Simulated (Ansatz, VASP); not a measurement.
# WS2 (Tungstenite) in two plane-wave programs, part 3 of 3

Wanted: the spread between two codes on one cell, functional and k mesh. The cell is taken from a series of runs on this material, whose earlier steps may have relaxed, scaled, displaced or heated it; both programs get it as it stands.

VASP 6.6.1 and Ansatz 0.2.0.

So far: Starting point; VASP: zone-centre phonons, LDA.

**3. Ansatz: zone-centre phonons, LDA**

Level of this step: Ansatz beside VASP: Kohn-Sham DFT, plane waves, LDA (Ansatz).

Ansatz runs on its default PAW (the set named soft_2) files.

The same cell, functional (in two slightly different forms) and mesh now go to Ansatz, which takes its cutoff from its data sets.

File input.yaml:

```yaml
crystal:
  lattice:
    - [3.1267766995, 0.0, 0.0]
    - [-1.5633883497, 2.7078680537, 0.0]
    - [0.0, 0.0, 12.160120844]
  atoms:
    - { symbol: W, position: [0.3333333333, 0.6666666667, 0.25] }
    - { symbol: W, position: [0.6666666667, 0.3333333333, 0.75] }
    - { symbol: S, position: [0.3333333333, 0.6666666667, 0.6215420229] }
    - { symbol: S, position: [0.6666666667, 0.3333333333, 0.1215420229] }
    - { symbol: S, position: [0.3333333333, 0.6666666667, 0.8784579771] }
    - { symbol: S, position: [0.6666666667, 0.3333333333, 0.3784579771] }
kpoints:
  mp_grid: { grid: [9, 9, 2] }
hamiltonian:
  xc: lda
scf:
  occupations: { method: fixed }
output:
  eigenvalues: true
phonons:
  method: dfpt
  dielectric: true
  rigid_motions: translations
```

Started as:

```sh
> ansatz run input.yaml --threads 4 --pin off --max-ram 14336MiB --backend cpu --events-out ev --progress --plain --runs-dir out
```

Numbers of over 12 decimals in the logs are rounded to 6 here.

What it wrote:

```text
Engine: ansatz 0.2.0, aarch64-unknown-linux-gnu
Pseudopotentials: kind: paw
Pseudopotential: W, paw, valence charge 14, recommended cutoff 420 eV (normal), W.paw.azcp
Pseudopotential: S, paw, valence charge 6, recommended cutoff 420 eV (normal), S.paw.azcp
Functional definition: SPW92
  exchange = slater_x
  correlation = pw_c
Crystal: 6 atoms, lattice volume = 102.959 Å³
Basis set: ecut = 420 eV, 2009 PW (Γ), exchange–correlation on 48×48×180 points (8 copies of the dense FFT grid, shifted against one another)
Bands: 32, of which v1, the nominal top of the filled ones, is band 26 counted from 1 (25 counted from 0)
Symmetry: 24 space group operations
k-points: 50 of 162 (irreducible under 2 space group operations, time reversal used)
Non-local potential: W, projectors of the file, l = 0: 3, l = 1: 2, l = 2: 2, l = 3: 1
Non-local potential: S, projectors of the file, l = 0: 2, l = 1: 2, l = 2: 2
PAW form: soft (Blöchl's): semilocal exchange-correlation on the pseudo side does not see the compensation charge
PAW frozen core: W, regenerated for the run's functional, and the local potential with it (the file was generated under x = pbe(κ = 0.804, μ = 0.219515), c = pbe(β = 0.066725))
PAW frozen core: S, regenerated for the run's functional, and the local potential with it (the file was generated under x = pbe(κ = 0.804, μ = 0.219515), c = pbe(β = 0.066725))
PAW one-centre angular grid: W, 590 points (default); XC on 64 Gauss nodes
PAW one-centre angular grid: S, 110 points (default); XC on 64 Gauss nodes
Initial density: superposition of atomic densities (neutral atoms: chi_scale 0, normalization atom), corrected by the library's trained network
Initial wavefunctions: pseudopotential atomic-orbital guess
Functional: x = slater, c = lda
SCF iter   1: F=—  HF=-23743.404760 eV  |F-HF|=—  |Δ(HF+E_count)|=         —  Δρ=9.94e-3  dr2=1.50e-1  ethr=1.77e-3  ⟨swp⟩=5.0  Hψ=6433  notcnv=0  defer=140
preconditioner: auto → Resta (q_TF=auto, 2.435 Å⁻¹)  ε∞=7.7  [insulator: Δε(μ)=0.954 eV  Ē_g=8.470 eV  n_scr=26 (ndim 8)  ℏωp=22.0 eV  f_vac=0.013  ε∞_Penn≈7.7]
SCF iter   2: F=—  HF=-23743.381238 eV  |F-HF|=—  |Δ(HF+E_count)|=   2.35e-2  Δρ=4.05e-3  dr2=7.86e-3  ethr=2.89e-4  ⟨swp⟩=2.1  Hψ=2261  notcnv=0  defer=190
SCF iter   3: F=—  HF=-23743.380752 eV  |F-HF|=—  |Δ(HF+E_count)|=   4.86e-4  Δρ=2.25e-3  dr2=2.64e-3  ethr=1.51e-5  ⟨swp⟩=2.1  Hψ=2107  notcnv=0  defer=198
SCF iter   4: F=—  HF=-23743.380632 eV  |F-HF|=—  |Δ(HF+E_count)|=   1.19e-4  Δρ=9.67e-4  dr2=5.07e-4  ethr=5.09e-6  ⟨swp⟩=1.0  Hψ=1523  notcnv=0  defer=172
SCF iter   5: F=—  HF=-23743.380572 eV  |F-HF|=—  |Δ(HF+E_count)|=   6.03e-5  Δρ=1.98e-4  dr2=3.09e-5  ethr=9.75e-7  ⟨swp⟩=2.1  Hψ=2372  notcnv=0  defer=101
SCF iter   6: F=—  HF=-23743.380572 eV  |F-HF|=—  |Δ(HF+E_count)|=   1.69e-7  Δρ=2.05e-5  dr2=4.11e-7  ethr=5.94e-8  ⟨swp⟩=2.3  Hψ=2101  notcnv=0  defer=77
SCF iter   7: F=—  HF=-23743.380573 eV  |F-HF|=—  |Δ(HF+E_count)|=   7.81e-7  Δρ=2.52e-6  dr2=8.05e-9  ethr=7.91e-10  ⟨swp⟩=2.1  Hψ=2298  notcnv=0  defer=77
SCF iter   8: F=—  HF=-23743.380573 eV  |F-HF|=—  |Δ(HF+E_count)|=   3.81e-9  Δρ=3.96e-7  dr2=1.78e-10  ethr=1.55e-11  ⟨swp⟩=2.1  Hψ=2587  notcnv=0  defer=77
SCF iter   9: F=-23743.380573 eV  HF=-23743.380573 eV  |F-HF|=0.00e0  |Δ(HF+E_count)|=  7.64e-11  Δρ=7.73e-8  dr2=7.47e-12  ethr=1.00e-12  ⟨swp⟩=12.6  Hψ=10007  notcnv=0
SCF 1 converged in 9 iterations: F = -23743.380573 eV  dr2 = 7.47e-12
  greatest PAW one-centre occupation: 1.000 electrons in one spin orbital (limit 2), on the W atom at site 1 (counted from 0), in its partial waves of l = 0
NSCF: frozen V_eff on 4 k-points
DFPT response loops at Γ: preconditioner auto → Resta (q_TF=auto, 2.435 Å⁻¹)  ε∞=7.9 (no band partly filled); β = 1.00, the filter's whole step (`scf.mixing.beta` (0.50) is not read by the response loops at its default; to damp them type it under 1.00, their step now; it binds the ground state too); Broyden in place of MSR1
── the response to a field inside a basis, on 10×10×2 k-points: an SCF that follows is theirs, and a resumed run solves both again ──
Bands: 27, of which v1, the nominal top of the filled ones, is band 26 counted from 1 (25 counted from 0)
k-points: 30 of 200 (irreducible under 8 space group operations)
Initial density: handed on by an earlier stage of this run
Initial wavefunctions: pseudopotential atomic-orbital guess (no wavefunctions were taken with the density)
Eigensolver: Dense (30 Hₖ)
SCF iter   1: F=—  HF=-23743.335731 eV  |F-HF|=—  |Δ(HF+E_count)|=         —  Δρ=2.61e-4  dr2=1.57e-5  ethr=1.00e-1
preconditioner: auto → Resta (q_TF=auto, 2.435 Å⁻¹)  ε∞=9.0  [insulator: Δε(μ)=1.150 eV  Ē_g=7.758 eV  n_scr=26 (ndim 8)  ℏωp=22.0 eV  f_vac=0.007  ε∞_Penn≈9.0]
SCF iter   2: F=—  HF=-23743.335735 eV  |F-HF|=—  |Δ(HF+E_count)|=   4.02e-6  Δρ=1.43e-4  dr2=5.18e-6  ethr=3.01e-8
SCF iter   3: F=-23743.335737 eV  HF=-23743.335737 eV  |F-HF|=1.96e-8  |Δ(HF+E_count)|=   1.65e-6  Δρ=7.59e-6  dr2=6.36e-8  ethr=9.95e-9
SCF 1 converged in 3 iterations: F = -23743.335737 eV  dr2 = 6.36e-8
DFPT response loops at Γ: preconditioner auto → Resta (q_TF=auto, 2.435 Å⁻¹)  ε∞=7.2 (no band partly filled); β = 1.00, the filter's whole step (`scf.mixing.beta` (0.50) is not read by the response loops at its default; to damp them type it under 1.00, their step now; it binds the ground state too); Broyden in place of MSR1
WARN: field response: ε∞ stands inside a basis, on 10×10×2 points; the force constants stand on the 9×9×2 k-mesh, whose period is 12.50 times the interband length at k = (0.3333, 0.3333, 0.0000), direct gap 1.877 eV, under 14: take them and everything formed from them as unconverged, and compare with a denser kpoints.mp_grid
SCF converged after 9 iterations
Free energy (F): -23743.380573 eV
Harris-Foulkes:  -23743.380573 eV  (|F-HF|=0.00e0)
Internal energy: -23743.380573 eV  (E = F + TS)
E sigma→0 (E₀):  -23743.380573 eV
Fermi energy:    12.055986 eV
--- Per-component energies (eV) ---
  E_band       = -358.686488
  E_kinetic    = 1340.383698
  E_local      = -3427.452079  (includes V_loc(G=0)·N_el)
  E_nonlocal   = 130.611111
  E_hartree    = 1357.826499
  E_xc         = -919.677445
  E_vxc        = -834.682887  (∫ρ·V_xc dr)
  E_paw        = -18894.945637  (= ΣΔE_a)
  E_vpaw       = -283.199228  (= ΣTr[D̂ρ^β])
  E_aug_tail   = -0.000132  (compensation charges beyond the density's cutoff)
  E_ewald      = -3331.305683
  E_core_change = 1.179096  (= ΣΔE_core)
  E_smearing   = -0.000000  (= −TS)
  E_closure    = -0.000000  (closes the sum)
  Σ components = -23743.380573   (vs F -23743.380573, Δ=0.00e0)
--- Band table (eV; the first three rows and the last of 50) ---
  k-point 0: bands = [... 22 lower, 9.8088, 10.6075, 10.6513, 12.0560, 14.3660, 14.3660, 14.3758, 14.3758, ... 2 higher]
  k-point 1: bands = [... 22 lower, 9.7787, 9.7787, 11.7219, 11.7219, 14.3578, 14.3578, 14.3578, 14.3578, ... 2 higher]
  k-point 2: bands = [... 22 lower, 9.7989, 10.6843, 10.7887, 11.6315, 14.0295, 14.2019, 14.2325, 14.3273, ... 2 higher]
  k-point 49: bands = [... 22 lower, 9.6257, 9.6257, 10.5591, 10.5591, 13.5714, 13.5714, 14.6638, 14.6638, ... 2 higher]
--- Phonons (Γ-DFPT): 4 representative perturbations + reference, on 50 of 162 k-points (Σ response iterations 12) ---
  k mesh reduced under 2 symmetry operations, with k and −k counted as one. Each operation leaves every solved perturbation unchanged. A smaller set is not considered because the run solves the response to a homogeneous field
  ASR residual: 2.404e-5 → 0.000e0 eV/Å²; symmetrization residual: 9.302e-6 eV/Å²
  ASR residual per site (eV/Å²): 1.30e-5 1.30e-5 2.40e-5 2.40e-5 2.40e-5 2.40e-5
  Γ frequencies (cm⁻¹): 0.00 0.00 0.00 28.09 28.09 43.60 297.45 297.45 299.84 299.84 358.07 358.07 358.09 358.09 418.95 422.82 437.75 441.36
  ε∞ (high-frequency dielectric tensor):
       14.074956     0.000000     0.000000
        0.000000    14.074956     0.000000
        0.000000     0.000000     6.760498
  ε⁰ (static dielectric tensor: ions relaxed, cell fixed):
       14.155742     0.000000     0.000000
        0.000000    14.155742     0.000000
        0.000000     0.000000     6.799507
  ε⁰ − ε∞ (ionic part):
        0.080786     0.000000     0.000000
        0.000000     0.080786     0.000000
        0.000000     0.000000     0.039009
  softest optical mode at Γ: 28.09 cm⁻¹; the repairs (sum rule, projections) moved no ω² at Γ by more than (1.27 cm⁻¹)²
  Born effective charges Z* (e; rows j = field, columns β = displacement):
    site 0:
        -0.71779    0.00000   -0.00000
         0.00000   -0.71779    0.00000
         0.00000    0.00000   -0.60973
    site 1:
        -0.71779    0.00000   -0.00000
        -0.00000   -0.71779    0.00000
         0.00000    0.00000   -0.60973
    site 2:
         0.35889    0.00000    0.00000
         0.00000    0.35889    0.00000
         0.00000   -0.00000    0.30487
    site 3:
         0.35889   -0.00000   -0.00000
         0.00000    0.35889   -0.00000
        -0.00000    0.00000    0.30487
    site 4:
         0.35889   -0.00000   -0.00000
         0.00000    0.35889   -0.00000
        -0.00000    0.00000    0.30487
    site 5:
[...]
Z* charge neutrality: 2.338e-2 e pre-enforcement
  solved inside a basis spanned on kpoints, on 10×10×2 k-points, its susceptibility summed on 22×22×6: ε∞ is read to err by 6.5e-2, Z* by 2.2e-2 e (field_mesh: kpoints solves on kpoints); Z* is corrected for what the basis lacks
  optical modes at Γ without the LO–TO term, one row a degenerate level:
      ω (cm⁻¹)  modes    IR ((D/Å)²/amu)
[...]
optical modes at Γ + LO–TO along q̂ = [1.0000, 0.0000, 0.0000]:
      ω (cm⁻¹)  modes    IR ((D/Å)²/amu)
[...]
optical modes at Γ + LO–TO along q̂ = [0.0000, 1.0000, 0.0000]:
      ω (cm⁻¹)  modes    IR ((D/Å)²/amu)
[...]
optical modes at Γ + LO–TO along q̂ = [0.0000, 0.0000, 1.0000]:
      ω (cm⁻¹)  modes    IR ((D/Å)²/amu)
[...]
297.45      2             0.0000
        299.84      2             0.0000
        358.07      2             0.0000
        358.09      2             1.0001
        418.95      1             0.0000
        422.82      1             0.0000
        439.01      1             0.3608
        441.36      1             0.0000
```

The column dr2 measures how far the density is from self-consistency, as an energy; F and HF (Harris–Foulkes) agree once it is small.

**4. Side by side**

Known differences besides the potentials themselves: the two LDA forms differ slightly; fixed occupations in Ansatz, narrow Gaussian smearing in VASP; VASP's response is taken on the typed mesh, Ansatz refines its own for the field response alone; the data sets hold 52 valence electrons in Ansatz (on its default PAW (the set named soft_2) files) and 36 in VASP; the cutoff is 420 eV in Ansatz and 600 eV in VASP; VASP's log shows a relativistic correction to its local exchange, Ansatz's none. Total energies have different zeros and are not compared.

The two programs side by side:

```csv
quantity,Ansatz,VASP,difference
ε∞ xx,14.07,14.07,+0.05 %
ε∞ yy,14.07,14.07,+0.05 %
ε∞ zz,6.76,6.81,-0.71 %
Born charge of W1 (mean of the diagonal) (e),-0.68,-0.68,0.00
Born charge of S3 (mean of the diagonal) (e),0.34,0.34,0.00
optical mode 1 to 2 (cm⁻¹),28.1,28.3,-0.2
optical mode 3 (cm⁻¹),43.6,43.3,+0.3
optical mode 4 to 5 (cm⁻¹),297.4,299.5,-0.68 %
optical mode 6 to 7 (cm⁻¹),299.8,302.4,-0.85 %
optical mode 8 to 11 (cm⁻¹),358.1,360.3,-0.62 %
optical mode 12 (cm⁻¹),418.9,423.7,-1.12 %
optical mode 13 (cm⁻¹),422.8,427.2,-1.04 %
optical mode 14 (cm⁻¹),437.8,439.9,-0.50 %
optical mode 15 (cm⁻¹),441.4,444.5,-0.70 %
```

Modes are paired by rising frequency, not by their patterns, so a pair may set unlike modes beside each other; they are those without the splitting of longitudinal modes.

**5. Outcome**

```json
{"r.m.s. difference of the optical zone-centre modes, each program's sorted by frequency (zone-centre phonons, LDA)": "2.6 cm⁻¹", "difference in optical mode 12 (zone-centre phonons, LDA)": "-1.1 %"}
```

**Reading.** The r.m.s. difference of the optical zone-centre modes, each program's sorted by frequency is 2.6 cm⁻¹ (zone-centre phonons, LDA). The data sets hold unlike numbers of valence electrons (52 in Ansatz and 36 in VASP), so part of the differences comes from the potentials. Among the rows given in per cent, the largest difference of the zone-centre phonons, LDA pair is in optical mode 12, -1.1 %. Such differences can come from data sets, numerical settings and the points named under the comparisons, not from the functional's error against experiment.

[Lines on the potential files, build, host, timing and source positions are cut from VASP's logs without a mark.]

[Logs are printed without paths, hosts, clocks, repeated set-up lines and the standing remarks that a program may print on its own settings, such as how far it seeks lower states.]

[Hosts, paths, dates, database ids (printed as entryN), source tags and the programs' standing remarks are cut or masked in the printed files.]
